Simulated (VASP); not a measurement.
```
Ru2Si
1.0
    3.99473     0.00000     0.00000
   -1.99736     3.45953     0.00000
    0.00000     0.00000     4.89464
Si Ru
2 4
Direct
  0.33333   0.66667   0.25000
  0.66667   0.33333   0.75000
  0.00000   0.00000   0.00000
  0.00000   0.00000   0.50000
  0.33333   0.66667   0.75000
  0.66667   0.33333   0.25000
```

All values below come from PBE GGA, VASP's PBE PAW potentials (set 64) (plane waves; VASP 6.6.1). Run with 300 eV cut-off, 5×5×4 Γ-centred mesh, Gaussian smearing of 0.050 eV, potentials Si Ru_pv.

At this cut-off the stress carries a Pulay error, which pulls relaxed volumes low.

Question: Give the stress tensor in GPa (positive for a compressed cell).

Answer: 
```
62.40   0.00   0.00
 0.00  62.40   0.00
 0.00   0.00  68.78
```
The pressure is its mean diagonal, 64.52 GPa.

The structure was generated: SiRu2 was put into an ordered model structure, which need not be its known phase. The cell was not relaxed at this level. The k-mesh is coarse (spacing up to 0.36 per Å, 2π included), so the numbers may not be converged in it.
